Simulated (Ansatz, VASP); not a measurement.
# Cross-check of Cs43Li24F67 between VASP and Ansatz

Aim: how closely do two programs agree when they are given the same cell, functional and k mesh? The cell is taken from a series of runs on this material, whose earlier steps may have relaxed, scaled, displaced or heated it; both programs get it as it stands.

Main program and level: Ansatz 0.2.0; plane waves, with VASP 6.6.1 beside it; single point at PBE.

**1. Set-up**

The cell holds 134 atoms: 24 Li, 43 Cs and 67 F. Its edges and angles: a = 15.668 Å, b = 15.668 Å, c = 15.668 Å, α = 90.0°, β = 90.0°, γ = 90.0°.

**2. VASP: single point, PBE**

With cell and atoms fixed, the geometry can't cause a difference; cores, projectors, grids and the points listed under the comparison can.

Lines of VASP's logs that name or quote its potential files are left out, and so is its time.

The input, INCAR:

```
SYSTEM = Cs43Li24F67
PREC = Accurate
ENCUT = 750
EDIFF = 1E-06
NELM = 120
ISMEAR = 0
SIGMA = 0.01
LREAL = Auto
ALGO = Normal
GGA = PE
NBANDS = 557
LORBIT = 11
LWAVE = .FALSE.
LCHARG = .FALSE.
ISIF = 2
LASPH = .TRUE.
GGA_COMPAT = .FALSE.
EFERMI = MIDGAP
```

The input, POSCAR:

```
Cs43Li24F67
1.0
   15.6676000000      0.0000000000      0.0000000000
    0.0000000000     15.6676000000      0.0000000000
    0.0000000000      0.0000000000     15.6676000000
Li Cs F
24 43 67
Direct
    0.0186300000      0.9006300000      0.5917400000
    0.5351500000      0.7594300000      0.4522400000
    0.4404900000      0.3525300000      0.1009800000
    0.2902700000      0.1909200000      0.3825700000
    0.0605500000      0.4514000000      0.1675700000
    0.0091100000      0.0881500000      0.9681400000
    0.6617200000      0.8706600000      0.5257800000
    0.3417700000      0.9743700000      0.0119600000
    0.2092700000      0.9278600000      0.9304400000
    0.6594200000      0.2824500000      0.0450000000
    0.8050100000      0.5459700000      0.4093400000
    0.1840600000      0.5664900000      0.8172500000
    0.1040800000      0.8154500000      0.4142000000
    0.2054900000      0.7951900000      0.2622100000
    0.5300600000      0.7453300000      0.6633500000
    0.8650400000      0.8166600000      0.4901900000
    0.0575300000      0.9086400000      0.8864900000
    0.3726900000      0.6448400000      0.3383700000
    0.2663800000      0.6050200000      0.2174200000
    0.4567800000      0.4860400000      0.2034500000
    0.1514100000      0.3003500000      0.5739900000
    0.6256900000      0.5411800000      0.3493700000
    0.3569300000      0.3145300000      0.7390100000
    0.4759000000      0.1386100000      0.4176700000
    0.1110900000      0.6680300000      0.0281900000
    0.6187400000      0.9414500000      0.0933900000
    0.2781200000      0.6644400000      0.5073300000
    0.2303300000      0.1825200000      0.8495500000
    0.0584000000      0.5994000000      0.2757500000
    0.3554600000      0.7381300000      0.8049000000
[... 98 atom lines left out ...]
    0.7804900000      0.1716800000      0.6534700000
    0.8081900000      0.6641100000      0.3789200000
    0.0654000000      0.7906100000      0.2912900000
    0.7303500000      0.3218100000      0.2036100000
    0.5247800000      0.0945600000      0.2895100000
    0.8103800000      0.1604400000      0.3978300000
```

The input, KPOINTS:

```
Automatic mesh
0
Gamma
1 1 1
0 0 0
```

Potentials, in the order of the species: Li_sv, Cs_sv and F (PBE family, release 64).

The run is started by

```
$ export OMP_NUM_THREADS=3
$ mpirun -np 1 vasp_gam
```

Numbers of over 12 decimals in the logs are rounded to 6 here.

Output:

```text
[banner, memory and clock lines left out]
running    1 mpi-ranks, on    1 nodes
[...]
Offloading initialized ...    1 GPUs detected
[...]
LDA part: xc-table for (Slater+PW92), standard interpolation
 POSCAR, INCAR and KPOINTS ok, starting setup
[...]
entering main loop
       N       E                     dE             d eps       ncg     rms          rms(c)
DAV:   1     0.124834924375E+05    0.12483E+05   -0.57092E+05  1114   0.210E+03
DAV:   2     0.102672501896E+04   -0.11457E+05   -0.11039E+05  1426   0.431E+02
DAV:   3    -0.569312804855E+03   -0.15960E+04   -0.15893E+04  1255   0.167E+02
DAV:   4    -0.635994759240E+03   -0.66682E+02   -0.66379E+02  1372   0.358E+01
[...]
DAV:  21    -0.541793850525E+03    0.42769E-05   -0.10153E-05  1228   0.642E-03    0.529E-03
DAV:  22    -0.541793849427E+03    0.10976E-05   -0.59117E-06  1132   0.673E-03    0.261E-03
DAV:  23    -0.541793849102E+03    0.32526E-06   -0.49403E-06  1172   0.366E-03
   1 F= -.54179385E+03 E0= -.54179385E+03  d E =0.000000E+00
```

From OUTCAR (step 2):

```text
  FREE ENERGIE OF THE ION-ELECTRON SYSTEM (eV)
  ---------------------------------------------------
  free  energy   TOTEN  =      -541.7938491022 eV

  energy  without entropy=     -541.7938491022  energy(sigma->0) =     -541.79384910
```

The run ends at a pressure of -0.70 GPa, with forces up to 2.1 eV/Å.

**3. Ansatz: single point, PBE**

Ansatz runs on its default PAW (the set named soft_2) files.

The same cell, functional and mesh now go to Ansatz, which takes its cutoff from its data sets.

The input, input.yaml:

```yaml
crystal:
  lattice:
    - [15.6676, 0.0, 0.0]
    - [0.0, 15.6676, 0.0]
    - [0.0, 0.0, 15.6676]
  atoms:
    - { symbol: Li, position: [0.01863, 0.90063, 0.59174] }
    - { symbol: Li, position: [0.53515, 0.75943, 0.45224] }
    - { symbol: Li, position: [0.44049, 0.35253, 0.10098] }
    - { symbol: Li, position: [0.29027, 0.19092, 0.38257] }
    - { symbol: Li, position: [0.06055, 0.4514, 0.16757] }
    - { symbol: Li, position: [0.00911, 0.08815, 0.96814] }
    - { symbol: Li, position: [0.66172, 0.87066, 0.52578] }
    - { symbol: Li, position: [0.34177, 0.97437, 0.01196] }
    - { symbol: Li, position: [0.20927, 0.92786, 0.93044] }
    - { symbol: Li, position: [0.65942, 0.28245, 0.045] }
    - { symbol: Li, position: [0.80501, 0.54597, 0.40934] }
    - { symbol: Li, position: [0.18406, 0.56649, 0.81725] }
    - { symbol: Li, position: [0.10408, 0.81545, 0.4142] }
    - { symbol: Li, position: [0.20549, 0.79519, 0.26221] }
    - { symbol: Li, position: [0.53006, 0.74533, 0.66335] }
    - { symbol: Li, position: [0.86504, 0.81666, 0.49019] }
    - { symbol: Li, position: [0.05753, 0.90864, 0.88649] }
    - { symbol: Li, position: [0.37269, 0.64484, 0.33837] }
    - { symbol: Li, position: [0.26638, 0.60502, 0.21742] }
    - { symbol: Li, position: [0.45678, 0.48604, 0.20345] }
    - { symbol: Li, position: [0.15141, 0.30035, 0.57399] }
    - { symbol: Li, position: [0.62569, 0.54118, 0.34937] }
    - { symbol: Li, position: [0.35693, 0.31453, 0.73901] }
    - { symbol: Li, position: [0.4759, 0.13861, 0.41767] }
    - { symbol: Cs, position: [0.11109, 0.66803, 0.02819] }
    - { symbol: Cs, position: [0.61874, 0.94145, 0.09339] }
    - { symbol: Cs, position: [0.27812, 0.66444, 0.50733] }
    - { symbol: Cs, position: [0.23033, 0.18252, 0.84955] }
    - { symbol: Cs, position: [0.0584, 0.5994, 0.27575] }
    - { symbol: Cs, position: [0.35546, 0.73813, 0.8049] }
[... 98 atom lines left out ...]
    - { symbol: F, position: [0.78049, 0.17168, 0.65347] }
    - { symbol: F, position: [0.80819, 0.66411, 0.37892] }
    - { symbol: F, position: [0.0654, 0.79061, 0.29129] }
    - { symbol: F, position: [0.73035, 0.32181, 0.20361] }
    - { symbol: F, position: [0.52478, 0.09456, 0.28951] }
    - { symbol: F, position: [0.81038, 0.16044, 0.39783] }
kpoints:
  mp_grid: { grid: [1, 1, 1] }
hamiltonian:
  xc: pbe
scf:
  occupations: { method: fixed }
output:
  forces: true
  stress: true
  populations: true
  dos:
    method: { smearing: { sigma: 0.1 } }
    de: 0.1
    projected: { site_lists: { Cs: [Cs], F: [F], Li: [Li] } }
  eigenvalues: true
  write_density: true
  write_potential: true
  volumetric_format: npy
  elf: true
```

The run is started by

```
$ ansatz run input.yaml --threads 8 --pin off --max-ram 15872MiB --backend cpu --events-out ev --progress --plain --runs-dir out
```

Output:

```text
Engine: ansatz 0.2.0, aarch64-unknown-linux-gnu
Pseudopotentials: kind: paw
Pseudopotential: Li, paw, valence charge 3, recommended cutoff 420 eV (normal), Li.paw.azcp
Pseudopotential: Cs, paw, valence charge 9, recommended cutoff 420 eV (normal), Cs.paw.azcp
Pseudopotential: F, paw, valence charge 7, recommended cutoff 420 eV (normal), F.paw.azcp
Functional definition: PBE
  parameter kappa = 0.804
  parameter beta = 0.066725
  exchange = pbe_x(kappa = kappa, mu = beta*pi^2/3)
  correlation = pbe_c(beta = beta)
Crystal: 134 atoms, lattice volume = 3845.984 Å³
Basis set: ecut = 420 eV, 75037 PW (Γ), exchange–correlation on 216×216×216 points (8 copies of the dense FFT grid, shifted against one another)
Bands: 598, of which v1, the nominal top of the filled ones, is band 464 counted from 1 (463 counted from 0)
Symmetry: 1 space group operations
Space group: P1 (ITA 1), of the structure as read, at distance tolerance 1.6e-4 Å
k-points: 1
Non-local potential: Li, projectors of the file, l = 0: 3, l = 1: 2, l = 2: 1
Non-local potential: Cs, projectors of the file, l = 0: 3, l = 1: 2, l = 2: 2, l = 3: 2
Non-local potential: F, projectors of the file, l = 0: 2, l = 1: 2, l = 2: 1
PAW form: soft (Blöchl's): semilocal exchange-correlation on the pseudo side does not see the compensation charge
PAW one-centre angular grid: Li, 110 points (default); XC on 64 Gauss nodes
PAW one-centre angular grid: Cs, 194 points (default); XC on 64 Gauss nodes
PAW one-centre angular grid: F, 110 points (default); XC on 64 Gauss nodes
Initial density: superposition of atomic densities (neutral atoms: chi_scale 0, normalization atom), corrected by the library's trained network
Initial wavefunctions: pseudopotential atomic-orbital guess
Functional: x = pbe(κ = 0.804, μ = 0.219515), c = pbe(β = 0.066725)
SCF iter   1: F=—  HF=-303066.831433 eV  |F-HF|=—  |Δ(HF+E_count)|=         —  Δρ=1.53e-3  dr2=1.94e-1  ethr=1.77e-3  ⟨swp⟩=6.0  Hψ=2154  notcnv=0  defer=131
preconditioner: auto → Resta (q_TF=auto, 2.153 Å⁻¹)  ε∞=3.4  [insulator: Δε(μ)=3.582 eV  Ē_g=9.893 eV  n_scr=618 (ndim 8)  ℏωp=15.4 eV  f_vac=0.256  ε∞_Penn≈3.4]
SCF iter   2: F=—  HF=-303066.808602 eV  |F-HF|=—  |Δ(HF+E_count)|=   2.28e-2  Δρ=8.72e-4  dr2=6.25e-2  ethr=2.09e-5  ⟨swp⟩=2.0  Hψ=1058  notcnv=0  defer=132
SCF iter   3: F=—  HF=-303066.798992 eV  |F-HF|=—  |Δ(HF+E_count)|=   9.61e-3  Δρ=6.23e-4  dr2=2.51e-2  ethr=6.74e-6  ⟨swp⟩=3.0  Hψ=904  notcnv=0  defer=132
SCF iter   4: F=—  HF=-303066.792243 eV  |F-HF|=—  |Δ(HF+E_count)|=   6.75e-3  Δρ=1.67e-4  dr2=2.48e-3  ethr=2.70e-6  ⟨swp⟩=3.0  Hψ=859  notcnv=0  defer=132
SCF iter   5: F=—  HF=-303066.791704 eV  |F-HF|=—  |Δ(HF+E_count)|=   5.39e-4  Δρ=1.22e-4  dr2=4.67e-4  ethr=2.67e-7  ⟨swp⟩=2.0  Hψ=853  notcnv=0  defer=132
SCF iter   6: F=—  HF=-303066.791626 eV  |F-HF|=—  |Δ(HF+E_count)|=   7.73e-5  Δρ=5.95e-5  dr2=1.09e-4  ethr=5.04e-8  ⟨swp⟩=2.0  Hψ=911  notcnv=0  defer=132
SCF iter   7: F=—  HF=-303066.791599 eV  |F-HF|=—  |Δ(HF+E_count)|=   2.72e-5  Δρ=1.09e-5  dr2=8.95e-6  ethr=1.18e-8  ⟨swp⟩=2.0  Hψ=901  notcnv=0  defer=129
SCF iter   8: F=—  HF=-303066.795312 eV  |F-HF|=—  |Δ(HF+E_count)|=   3.71e-3  Δρ=1.11e-5  dr2=3.46e-6  ethr=9.64e-10  ⟨swp⟩=2.0  Hψ=1062  notcnv=0  defer=128
SCF iter   9: F=—  HF=-303066.795311 eV  |F-HF|=—  |Δ(HF+E_count)|=   5.75e-7  Δρ=2.78e-6  dr2=3.03e-7  ethr=3.73e-10  ⟨swp⟩=2.0  Hψ=910  notcnv=0  defer=128
SCF iter  10: F=-303066.795311 eV  HF=-303066.795311 eV  |F-HF|=1.99e-8  |Δ(HF+E_count)|=   8.82e-8  Δρ=1.03e-6  dr2=4.16e-8  ethr=1.08e-11  ⟨swp⟩=24.0  Hψ=5621  notcnv=0
SCF 1 converged in 10 iterations: F = -303066.795311 eV  dr2 = 4.16e-8
  greatest PAW one-centre occupation: 1.000 electrons in one spin orbital (limit 2), on the Li atom at site 10 (counted from 0), in its partial waves of l = 0
[...]
--- Löwdin populations: 134 sites ---
  site symbol       q [e]
     0     Li      2.2488
     1     Li      2.2264
     2     Li      2.2257
     3     Li      2.2285
     4     Li      2.2555
     5     Li      2.2440
     6     Li      2.2109
     7     Li      2.2382
     8     Li      2.2122
     9     Li      2.2124
    10     Li      2.2150
    11     Li      2.2223
    12     Li      2.2093
    13     Li      2.2098
    14     Li      2.2367
    15     Li      2.2103
    16     Li      2.2125
    17     Li      2.2387
    18     Li      2.2348
    19     Li      2.2156
    20     Li      2.1840
    21     Li      2.2054
    22     Li      2.2446
    23     Li      2.2527
[...]
126      F      7.7746
   127      F      7.7686
   128      F      7.7925
   129      F      7.7777
   130      F      7.7734
   131      F      7.7893
   132      F      7.7810
   133      F      7.7890
  spilling = 0.007000 (of n_electrons = 928.000000)
```

Reading the cycles: dr2 is the Hartree energy of the density residual (eV), the measure of convergence; HF is the Harris–Foulkes estimate of the energy, which meets the free energy F at convergence.

**4. Side by side**

Known differences besides the potentials themselves: fixed occupations in Ansatz, narrow Gaussian smearing in VASP; the cutoff is 420 eV in Ansatz and 750 eV in VASP (PREC = Accurate, projectors in real space). Total energies have different zeros and are not compared.

Compared:

| quantity | Ansatz | VASP | difference |
| --- | --- | --- | --- |
| pressure (GPa) | -0.66 | -0.70 | +0.03 |
| gap on the k mesh (eV) | 3.674 | 3.661 | +0.013 |

Forces on 10 of the 134 atoms, those with the largest forces and the largest differences (eV/Å; atoms numbered as in POSCAR):

| atom | Ansatz x, y, z | VASP x, y, z |
| --- | --- | --- |
| Li1 | -1.342, -0.498, -0.655 | -1.342, -0.494, -0.656 |
| Li6 | 1.251, -0.051, -0.941 | 1.261, -0.049, -0.942 |
| Cs28 | 1.007, -1.119, 0.274 | 1.005, -1.127, 0.283 |
| Cs32 | 0.193, 0.628, -1.395 | 0.174, 0.655, -1.420 |
| Cs38 | -0.368, -1.056, 0.746 | -0.390, -1.083, 0.790 |
| Cs40 | -0.837, 1.824, -0.507 | -0.860, 1.858, -0.526 |
| Cs47 | -0.393, -0.483, 1.323 | -0.408, -0.496, 1.359 |
| Cs57 | 0.527, 0.494, 0.078 | 0.561, 0.550, 0.095 |
| F72 | 1.371, 0.130, -0.683 | 1.405, 0.124, -0.701 |
| F76 | -0.862, 0.815, -0.052 | -0.891, 0.863, -0.050 |

The forces differ by 15 meV/Å r.m.s., which is 3.0 % of the r.m.s. force of 0.506 eV/Å (both taken over all components). A gap on the mesh is an upper bound, since the band edges may lie between its points.

**5. Outcome**

- r.m.s. force difference (single point, PBE): 3.0 % of the r.m.s. force

The r.m.s. force difference is 3.0 % of the r.m.s. force (single point, PBE), at about the 3 % picked in this series as the mark of a large difference. Such differences can come from data sets, numerical settings and the points named under the comparisons, not from the functional's error against experiment.

[Lines on the potential files, build, host, timing and source positions are cut from VASP's logs without a mark.]

[Logs are printed without paths, hosts, clocks, repeated set-up lines and the standing remarks that a program may print on its own settings, such as how far it seeks lower states.]

[Hosts, paths, dates, database ids (printed as entryN), source tags and the programs' standing remarks are cut or masked in the printed files.]
